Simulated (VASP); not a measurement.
# AlB2H2 under changes of volume

One of the cells (7.678 Å³/atom); the others are scaled copies at fixed shape and fractional positions:

```
Al B H
1.0
     1.60796   -2.43316    0.00000
     1.60796    2.43316    0.00000
     0.00000    0.00000    4.90625
Al B H
1 2 2
Direct
  0.50000 0.50000 0.00000
  0.00000 0.00000 0.66657
  0.00000 0.00000 0.33343
  0.00000 0.50000 0.50000
  0.50000 0.00000 0.50000
```

The cell was built by a generator and needn't be a form met in nature.

- Program: VASP 6.6.1
- Functional: PBE
- Potentials or basis: VASP PAW PBE potentials, release 64 (Al, B, H)
- Cutoff: 520 eV
- k mesh: 10 × 10 × 6
- Occupations: fermi-dirac, width 0.05 eV
- Spin: no spin polarisation

```csv
volume (Å³/atom),energy over the lowest point (meV/atom),pressure (GPa),largest force (eV/Å)
7.076,10.73,8.8,0.262
7.226,3.90,5.5,0.127
7.377,0.02,2.5,0.001
7.678,0.00,-2.7,0.237
7.829,?,?,?
7.979,8.86,-7.0,0.453
```

**Question.** What does the run at 7.829 Å³/atom give?

**Answer.** Energy over the lowest point 3.42 meV/atom; pressure -4.9 GPa; largest force 0.347 eV/Å.

Worked out: A Birch-Murnaghan fit of order 3 (a polynomial in V^(-2/3)) to the other rows has its minimum at 7.53 Å³/atom with B0 = V·E''(V) = 129 GPa and B' = 3.8 at fixed shape and positions, which overstates the stiffness. It gives 3.44 meV/atom at 7.829 Å³/atom, against the run's 3.42, and -dE/dV = -4.8 GPa, against -4.9.

Energies are extrapolated to zero smearing.
